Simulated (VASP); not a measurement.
A run of VASP 6.6.1 is set up as follows.

The input INCAR:

```
SYSTEM = LuAlP2
ALGO = Normal ; EDIFF = 1E-6
ENCUT = 520 ; GGA = PS
ISIF = 2 ; ISMEAR = -1
LASPH = .True. ; LCHARG = .False.
LREAL = .False. ; LWAVE = .False.
NBANDS = 27 ; NELM = 100
PREC = Accurate ; SIGMA = 0.02
```

KPOINTS

```
k-points
0
Gamma
  6 6 4
  0 0 0
```

POSCAR

```
LuAlP2
1.0
    3.7551134063      0.0000000000      0.0000000000
    0.0000000000      3.7551134063      0.0000000000
    0.0000000000      0.0000000000      5.4322892763
Al P Lu
1 2 1
Direct
    0.0000000000      0.0000000000      0.0000000000
    0.0000000000      0.0000000000      0.5000000000
    0.5000000000      0.5000000000      0.0000000000
    0.5000000000      0.5000000000      0.5000000000
```

Potentials or basis: VASP PAW PBE potentials, release 64 (Al, P, Lu).

The run is started by

```console
$ cat potpaw_PBE.64/Al/POTCAR potpaw_PBE.64/P/POTCAR potpaw_PBE.64/Lu/POTCAR > POTCAR
$ mpirun -np 1 vasp_std > vasp.out
```

(1) Predict the band gap on the k mesh.

(2) Predict the pressure.

Answers

(1) none (metal or under the smearing width).

(2) -2.2 GPa.

Caveat: the PAW data sets were made with another functional, which shifts forces and pressure a little.
